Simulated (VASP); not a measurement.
ZrB:

```
CELL_PARAMETERS angstrom
0.00000 2.32500 2.32500
2.32500 0.00000 2.32500
2.32500 2.32500 0.00000
ATOMIC_POSITIONS crystal
Zr 0.00000 0.00000 0.00000
B 0.50000 0.50000 0.50000
```

* Program: VASP 6.6.1
* Task: relaxation of cell and atoms
* Functional: r2SCAN
* Potentials or basis: VASP PAW PBE potentials, release 64 (Zr_sv, B)
* Cutoff: 600 eV
* k mesh: 8 × 8 × 8
* Occupations: fermi-dirac, width 0.05 eV
* Spin: no spin polarisation

At the start: pressure 37.0 GPa; volume 12.57 Å³/atom.

**Question.** How do energy, volume and symmetry change on relaxing?

**Answer.** Over 16 steps the energy falls by 227.2 meV/atom and the volume is 14.80 Å³/atom (+17.8 %); space group Fm-3m (No. 225, to 0.05 Å).

The path:
| step | energy change (eV) | largest force (eV/Å) | pressure (GPa) | volume (Å³) |
| --- | --- | --- | --- | --- |
| 1 | 0.0000 | 0.0000 | 36.98 | 25.14 |
| 2 | 0.2262 | 0.0000 | -23.77 | 37.23 |
| 3 | -0.4534 | 0.0000 | -1.36 | 29.89 |
| 4 | -0.4545 | 0.0000 | -0.23 | 29.68 |
| 5 | -0.4545 | 0.0000 | 0.31 | 29.58 |
| 6 | -0.4545 | 0.0000 | 0.31 | 29.58 |
| 7 | -0.4545 | 0.0000 | 0.33 | 29.59 |
| 8 | -0.4545 | 0.0000 | 0.28 | 29.59 |
| 9 | -0.4545 | 0.0000 | 0.28 | 29.59 |
| 10 | -0.4545 | 0.0000 | 0.28 | 29.59 |
| 11 | -0.4545 | 0.0000 | 0.28 | 29.59 |
| 12 | -0.4545 | 0.0000 | 0.28 | 29.59 |
| 13 | -0.4545 | 0.0000 | 0.28 | 29.59 |
| 14 | -0.4545 | 0.0000 | 0.29 | 29.59 |
| 15 | -0.4545 | 0.0000 | 0.29 | 29.59 |
| 16 | -0.4545 | 0.0000 | 0.21 | 29.60 |

Final structure:
```
CELL_PARAMETERS angstrom
0.00000 2.45516 2.45516
2.45516 0.00000 2.45516
2.45516 2.45516 0.00000
ATOMIC_POSITIONS crystal
Zr 0.00000 0.00000 0.00000
B 0.50000 0.50000 0.50000
```

Caveat: the volume moved by over 15 % at a fixed basis, so the end points are rough; the PAW data sets were made with another functional, which shifts forces and pressure a little; the volume moved by +18 % from the deposited cell, more than functionals usually miss.
